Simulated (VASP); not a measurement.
Level of theory: LDA (Ceperley-Alder, Perdew-Zunger), VASP's LDA PAW potentials (set 64) (plane waves; VASP 6.6.1).

The input files of a VASP run:

### KPOINTS
```
Automatic
0
Gamma
  7 7 6
0 0 0
```

### INCAR
```
# general
SYSTEM  = Ga
PREC    = Accurate
ENCUT   = 400
LREAL   = .FALSE.
LASPH   = .TRUE.

# electronic loop
EDIFF   = 1E-8
NELM    = 100
ALGO    = Normal
LMAXMIX = 4

# smearing
ISMEAR  = 1
SIGMA   = 0.1

# ions
IBRION  = 1
NSW     = 30
ISIF    = 2
EDIFFG  = -0.001

# output
LWAVE   = .FALSE.
LCHARG  = .FALSE.
```

**POSCAR**
```
Ga
1
    2.1766783641    -3.7438648475     0.0000000000
    2.1766783641     3.7438648475    -0.0000000000
    0.0000000000     0.0000000000     4.4759430736
Ga
4
Direct
  0.1557656950   0.8442343050   0.9163289893
  0.3442343050   0.6557656950   0.4163289893
  0.6557656950   0.3442343050   0.5836710107
  0.8442343050   0.1557656950   0.0836710107
```

POTCAR, in this order: Ga_d (LDA.64 set). Program: vasp_std.

Output

File OSZICAR:
```
       N       E                     dE             d eps       ncg     rms          rms(c)
DAV:   1     0.321594495703E+03    0.32159E+03   -0.22787E+04  4007   0.278E+03
DAV:   2     0.223866090561E+02   -0.29921E+03   -0.29454E+03  4094   0.504E+02
DAV:   3    -0.136246891652E+02   -0.36011E+02   -0.35596E+02  4486   0.143E+02
DAV:   4    -0.146149747355E+02   -0.99029E+00   -0.98289E+00  4501   0.279E+01
DAV:   5    -0.146377590683E+02   -0.22784E-01   -0.22778E-01  4698   0.414E+00    0.279E+00
DAV:   6    -0.144709420496E+02    0.16682E+00   -0.29082E-01  4756   0.786E+00    0.147E+00
DAV:   7    -0.144241733398E+02    0.46769E-01   -0.82546E-02  5331   0.296E+00    0.318E-01
DAV:   8    -0.144210179035E+02    0.31554E-02   -0.18851E-02  4318   0.159E+00    0.506E-02
DAV:   9    -0.144210791416E+02   -0.61238E-04   -0.10158E-03  4701   0.371E-01    0.268E-02
DAV:  10    -0.144210662914E+02    0.12850E-04   -0.24993E-04  4581   0.205E-01    0.506E-03
DAV:  11    -0.144210681011E+02   -0.18097E-05   -0.32922E-05  4797   0.698E-02    0.446E-03
DAV:  12    -0.144210672182E+02    0.88291E-06   -0.99277E-06  4589   0.419E-02    0.648E-04
DAV:  13    -0.144210673032E+02   -0.84950E-07   -0.11385E-06  5429   0.895E-03    0.486E-04
DAV:  14    -0.144210672941E+02    0.90313E-08   -0.73691E-08  4120   0.197E-03
   1 F= -.14421067E+02 E0= -.14420919E+02  d E =-.144211E+02
       N       E                     dE             d eps       ncg     rms          rms(c)
DAV:   1    -0.144211036619E+02   -0.36359E-04   -0.11341E-02  4066   0.662E-01    0.322E-03
DAV:   2    -0.144211257967E+02   -0.22135E-04   -0.22310E-04  5881   0.130E-01    0.272E-03
DAV:   3    -0.144211259143E+02   -0.11757E-06   -0.21823E-06  4610   0.110E-02    0.210E-03
DAV:   4    -0.144211257824E+02    0.13191E-06   -0.20335E-07  6395   0.470E-03    0.235E-04
DAV:   5    -0.144211257865E+02   -0.40618E-08   -0.38605E-08  3608   0.169E-03
   2 F= -.14421126E+02 E0= -.14420986E+02  d E =-.584923E-04
       N       E                     dE             d eps       ncg     rms          rms(c)
DAV:   1    -0.144205328087E+02    0.59297E-03   -0.37291E-01  4059   0.380E+00    0.191E-02
DAV:   2    -0.144213102457E+02   -0.77744E-03   -0.78381E-03  5875   0.765E-01    0.154E-02
DAV:   3    -0.144213142491E+02   -0.40034E-05   -0.73106E-05  4537   0.642E-02    0.117E-02
DAV:   4    -0.144213101093E+02    0.41398E-05   -0.64294E-06  6655   0.262E-02    0.124E-03
DAV:   5    -0.144213102397E+02   -0.13047E-06   -0.11983E-06  4213   0.940E-03    0.723E-04
DAV:   6    -0.144213102209E+02    0.18819E-07   -0.90952E-08  5147   0.266E-03    0.203E-04
DAV:   7    -0.144213102187E+02    0.22155E-08   -0.93470E-09  2496   0.135E-03
   3 F= -.14421310E+02 E0= -.14421214E+02  d E =-.184432E-03
       N       E                     dE             d eps       ncg     rms          rms(c)
DAV:   1    -0.144212964173E+02    0.13804E-04   -0.10310E-02  4115   0.631E-01    0.283E-03
DAV:   2    -0.144213167646E+02   -0.20347E-04   -0.20489E-04  5875   0.123E-01    0.228E-03
DAV:   3    -0.144213168918E+02   -0.12721E-06   -0.19684E-06  4678   0.105E-02    0.175E-03
DAV:   4    -0.144213168039E+02    0.87919E-07   -0.14566E-07  5680   0.371E-03    0.210E-04
DAV:   5    -0.144213168073E+02   -0.33924E-08   -0.25241E-08  3240   0.140E-03
   4 F= -.14421317E+02 E0= -.14421225E+02  d E =-.658861E-05
       N       E                     dE             d eps       ncg     rms          rms(c)
DAV:   1    -0.144213133360E+02    0.34679E-05   -0.19694E-03  4115   0.276E-01    0.122E-03
DAV:   2    -0.144213172312E+02   -0.38952E-05   -0.39200E-05  5874   0.540E-02    0.101E-03
DAV:   3    -0.144213172564E+02   -0.25149E-07   -0.38595E-07  4628   0.462E-03    0.777E-04
DAV:   4    -0.144213172384E+02    0.17950E-07   -0.22571E-08  3258   0.164E-03    0.990E-05
DAV:   5    -0.144213172386E+02   -0.15280E-09   -0.97585E-09  2390   0.946E-04
   5 F= -.14421317E+02 E0= -.14421227E+02  d E =-.431248E-06
```

File OUTCAR:
```
------------------------ aborting loop because EDIFF is reached ----------------------------------------
  FORCE on cell =-STRESS in cart. coord.  units (eV):
  Direction    XX          YY          ZZ          XY          YZ          ZX
  --------------------------------------------------------------------------------------
  Total        0.0639934     -0.0218880      0.0284209      0.0000000     -0.0000000      0.0000000
  in kB        1.4054552     -0.4807148      0.6241938      0.0000000     -0.0000000      0.0000000
  external PRESSURE =       0.5163114 kB  Pullay stress =       0.0000000 kB
  volume of cell :       72.95
      direct lattice vectors                 reciprocal lattice vectors
     2.176678364 -3.743864847  0.000000000     0.229707801 -0.133551830  0.000000000
     2.176678364  3.743864847  0.000000000     0.229707801  0.133551830  0.000000000
     0.000000000  0.000000000  4.475943074     0.000000000  0.000000000  0.223416604
 POSITION                                       TOTAL-FORCE (eV/Angst)
 -----------------------------------------------------------------------------------
      2.17668      2.57841      4.09448         0.000000      0.000023      0.000245
      2.17668      1.16546      1.85651         0.000000     -0.000023      0.000245
      2.17668     -1.16546      2.61943         0.000000      0.000023     -0.000245
      2.17668     -2.57841      0.38146         0.000000     -0.000023     -0.000245
 -----------------------------------------------------------------------------------
    total drift:                                0.000000      0.000000      0.000000
  FREE ENERGIE OF THE ION-ELECTRON SYSTEM (eV)
  ---------------------------------------------------
  free  energy   TOTEN  =       -14.4213172386 eV

  energy  without entropy=      -14.4210463014  energy(sigma->0) =      -14.42122693

 reached required accuracy - stopping structural energy minimisation
```
(Selected blocks of OUTCAR.)

CONTCAR:
```
Ga
   1.00000000000000
     2.1766783640999998   -3.7438648474999998    0.0000000000000000
     2.1766783640999998    3.7438648474999998    0.0000000000000000
     0.0000000000000000    0.0000000000000000    4.4759430735999999
  Ga
     4
Direct
     0.1556488402706175    0.8443511597293821    0.9147748408458245
     0.3443511597293822    0.6556488402706179    0.4147748408458245
     0.6556488402706179    0.3443511597293822    0.5852251591541755
     0.8443511597293821    0.1556488402706175    0.0852251591541755
```

The compound is Ga in the alpha structure. This run relaxes the ions in a fixed cell. Symmetry was kept, so distortions that lower it aren't found. The start is the result of an earlier pass.
